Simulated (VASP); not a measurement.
Here is the system:

```xyz
1
Lattice="0.0000 2.1003 2.1003 2.1003 0.0000 2.1003 2.1003 2.1003 0.0000" Properties=species:S:1:pos:R:3 pbc="T T T"
Au     0.0000     0.0000     0.0000
```

All values below come from optB88-vdW, VASP's PBE PAW potentials (set 64) (plane waves; VASP 6.6.1). Numerical set-up: 520 eV cut-off, 15×15×15 Γ-centred mesh, first-order Methfessel-Paxton smearing of 0.10 eV, potentials Au.

Problem. Give the stress tensor in GPa (positive for a compressed cell).

Solution. 
```
-4.00   0.00   0.00
 0.00  -4.00   0.00
 0.00   0.00  -4.00
```
The pressure is its mean diagonal, -4.00 GPa.

The compound is Au in the fcc structure. This cell is one point of a volume scan, at 1.03 of the reference volume.
